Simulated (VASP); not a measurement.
Method: LDA (Ceperley-Alder, Perdew-Zunger), VASP's LDA PAW potentials (set 64) (plane waves; VASP 6.6.1).

The input files of a VASP run:

KPOINTS:
```
Automatic mesh
0
Gamma
17 17 10
0 0 0
```

**POSCAR**
```
Os
4.2871410
  0.3171936378  -0.5493954152   0.0000000000
  0.3171936378   0.5493954152   0.0000000000
  0.0000000000   0.0000000000   1.0000000417
Os
2
Cart
  0.3171936378   0.1831321713   0.2500000104
  0.3171936378  -0.1831321713   0.7500000313
```

**INCAR**
```
# general
SYSTEM   =  Os
PREC     =  Accurate
ENCUT    =  400
LREAL    =  .FALSE.
LASPH    =  .TRUE.

# electronic loop
EDIFF    =  1E-7
NELM     =  100
ALGO     =  Normal
LMAXMIX  =  6

# smearing
ISMEAR   =  -5

# ions
ISIF     =  2

# output
LWAVE    =  .FALSE.
LCHARG   =  .TRUE.
LORBIT   =  11
NEDOS    =  601
```

POTCAR, in this order: Os (LDA.64 set). Program: vasp_std.

Output of the run:

### OSZICAR
```
       N       E                     dE             d eps       ncg     rms          rms(c)
DAV:   1     0.759701214911E+02    0.75970E+02   -0.66704E+03  4768   0.103E+03
DAV:   2    -0.219405382905E+02   -0.97911E+02   -0.87465E+02  5332   0.351E+02
DAV:   3    -0.268084490095E+02   -0.48679E+01   -0.45960E+01  5564   0.665E+01
DAV:   4    -0.268980454128E+02   -0.89596E-01   -0.89092E-01  5128   0.835E+00
DAV:   5    -0.268991132803E+02   -0.10679E-02   -0.10685E-02  5512   0.759E-01    0.345E+01
DAV:   6    -0.256555378678E+02    0.12436E+01   -0.13948E+00  5044   0.110E+01    0.154E+01
DAV:   7    -0.253127156515E+02    0.34282E+00   -0.86876E-01  5340   0.847E+00    0.818E-01
DAV:   8    -0.253041264164E+02    0.85892E-02   -0.81111E-03  4868   0.746E-01    0.321E-01
DAV:   9    -0.253023454703E+02    0.17809E-02   -0.14129E-03  5148   0.426E-01    0.574E-02
DAV:  10    -0.253023573600E+02   -0.11890E-04   -0.22440E-05  5424   0.404E-02    0.114E-02
DAV:  11    -0.253023449294E+02    0.12431E-04   -0.25459E-06  4948   0.197E-02    0.119E-03
DAV:  12    -0.253023442309E+02    0.69845E-06   -0.78475E-08  2932   0.284E-03    0.451E-04
DAV:  13    -0.253023441983E+02    0.32610E-07   -0.69030E-09  2472   0.905E-04
   1 F= -.25302344E+02 E0= -.25302344E+02  d E =0.000000E+00
```

**OUTCAR**
```
------------------------ aborting loop because EDIFF is reached ----------------------------------------
  FORCE on cell =-STRESS in cart. coord.  units (eV):
  Direction    XX          YY          ZZ          XY          YZ          ZX
  --------------------------------------------------------------------------------------
  Total       -0.0383403     -0.0383403      0.0363223      0.0000000      0.0000000      0.0000000
  in kB       -2.2367809     -2.2367802      2.1190500      0.0000000      0.0000000      0.0000000
  external PRESSURE =      -0.7848370 kB  Pullay stress =       0.0000000 kB
  volume of cell :       27.46
      direct lattice vectors                 reciprocal lattice vectors
     1.359853850 -2.355335610  0.000000000     0.367686572 -0.212283973  0.000000000
     1.359853850  2.355335610  0.000000000     0.367686572  0.212283973  0.000000000
     0.000000000  0.000000000  4.287141179     0.000000000  0.000000000  0.233255673
 POSITION                                       TOTAL-FORCE (eV/Angst)
 -----------------------------------------------------------------------------------
      1.35985      0.78511      1.07179         0.000000     -0.000000      0.000000
      1.35985     -0.78511      3.21536        -0.000000      0.000000      0.000000
 -----------------------------------------------------------------------------------
    total drift:                               -0.000000      0.000023     -0.000020
  FREE ENERGIE OF THE ION-ELECTRON SYSTEM (eV)
  ---------------------------------------------------
  free  energy   TOTEN  =       -25.3023441983 eV

  energy  without entropy=      -25.3023441983  energy(sigma->0) =      -25.30234420

 total charge

# of ion       s       p       d       tot
------------------------------------------
    1        0.673   0.806   6.256   7.735
    2        0.673   0.806   6.256   7.735
--------------------------------------------------
tot          1.346   1.611  12.512  15.469
```
(Selected blocks of OUTCAR.)

For a metal the tetrahedron method with Blöchl corrections gives inexact stress and forces.

The compound is Os in the hcp structure. It was relaxed first.
